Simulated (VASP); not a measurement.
Level of theory: PBE GGA, VASP's PBE PAW potentials (set 64) (plane waves; VASP 6.6.1).

VASP input:

### POSCAR
```
SrO
1
    0.0000000000     2.6023952996     2.6023952996
    2.6023952996     0.0000000000     2.6023952996
    2.6023952996     2.6023952996     0.0000000000
Sr O
1 1
Direct
  0.0000000000   0.0000000000   0.0000000000
  0.5000000000   0.5000000000   0.5000000000
```

**INCAR**
```
SYSTEM=SrO
PREC=Accurate; ENCUT=520; LREAL=.FALSE.
LASPH=.TRUE.; ICHARG=11
EDIFF=1E-6; NELM=100; ALGO=Normal
LMAXMIX=4
ISMEAR=0; SIGMA=0.05
GGA=PE
LWAVE=.FALSE.; LCHARG=.FALSE.
```

File KPOINTS:
```
k-points along high-symmetry lines
15
Line-mode
Reciprocal
  0.000000   0.000000   0.000000 ! GAMMA
  0.500000   0.000000   0.500000 ! X

  0.500000   0.000000   0.500000 ! X
  0.625000   0.250000   0.625000 ! U

  0.375000   0.375000   0.750000 ! K
  0.000000   0.000000   0.000000 ! GAMMA

  0.000000   0.000000   0.000000 ! GAMMA
  0.500000   0.500000   0.500000 ! L

  0.500000   0.500000   0.500000 ! L
  0.500000   0.250000   0.750000 ! W

  0.500000   0.250000   0.750000 ! W
  0.500000   0.000000   0.500000 ! X
```

POTCAR, in this order: Sr_sv O (PBE.64 set). Program: vasp_std. Read from the step before: CHGCAR.

Output of the run:

OSZICAR:
```
       N       E                     dE             d eps       ncg     rms          rms(c)
DAV:   1     0.730978216599E+02    0.73098E+02   -0.86914E+03  2168   0.129E+03
DAV:   2    -0.707071942300E+01   -0.80169E+02   -0.73065E+02  2716   0.242E+02
DAV:   3    -0.107020562119E+02   -0.36313E+01   -0.35888E+01  2916   0.496E+01
DAV:   4    -0.108335666091E+02   -0.13151E+00   -0.13146E+00  2956   0.831E+00
DAV:   5    -0.108358219029E+02   -0.22553E-02   -0.22552E-02  2892   0.936E-01
DAV:   6    -0.108358557111E+02   -0.33808E-04   -0.33808E-04  3028   0.908E-02
DAV:   7    -0.108358560285E+02   -0.31733E-06   -0.31732E-06  2300   0.866E-03
   1 F= -.10835856E+02 E0= -.10835856E+02  d E =-.458851E-17
```

OUTCAR:
```
 val. band max:        1.4952134987   @ k =   0.0000   0.0000   0.0000

 cond. band min:       4.7777825810   @ k =   0.5000   0.0000   0.5000



 k-point     1 :       0.0000    0.0000    0.0000
  band No.  band energies     occupation
      1     -31.0244      2.00000
      2     -13.5491      2.00000
      3     -12.6978      2.00000
      4     -12.6978      2.00000
      5     -12.6978      2.00000
      6       1.4952      2.00000
      7       1.4952      2.00000
      8       1.4952      2.00000
      9       5.2232      0.00000
     10       7.6237      0.00000
     11       7.6237      0.00000
     12       7.6237      0.00000

 k-point     2 :       0.0357    0.0000    0.0357
  band No.  band energies     occupation
      1     -31.0225      2.00000
      2     -13.6043      2.00000
      3     -12.7020      2.00000
      4     -12.7020      2.00000
      5     -12.6419      2.00000
      6       1.4111      2.00000
      7       1.4882      2.00000
      8       1.4882      2.00000
      9       5.3050      0.00000
     10       7.5595      0.00000
     11       7.6774      0.00000
     12       7.6774      0.00000

 k-point     3 :       0.0714    0.0000    0.0714
  band No.  band energies     occupation
      1     -31.0168      2.00000
      2     -13.7332      2.00000
      3     -12.7142      2.00000
      4     -12.7142      2.00000
      5     -12.5124      2.00000
      6       1.1925      2.00000
      7       1.4687      2.00000
      8       1.4687      2.00000
      9       5.5216      0.00000
     10       7.3807      0.00000
     11       7.8355      0.00000
     12       7.8355      0.00000

 k-point     4 :       0.1071    0.0000    0.1071
  band No.  band energies     occupation
      1     -31.0077      2.00000
      2     -13.8833      2.00000
      3     -12.7339      2.00000
      4     -12.7339      2.00000
      5     -12.3665      2.00000
      6       0.9105      2.00000
      7       1.4409      2.00000
...
```

The density is held fixed in this step, so its total energy and stress have no physical meaning.

The compound is SrO in the rock salt structure. It was relaxed first.
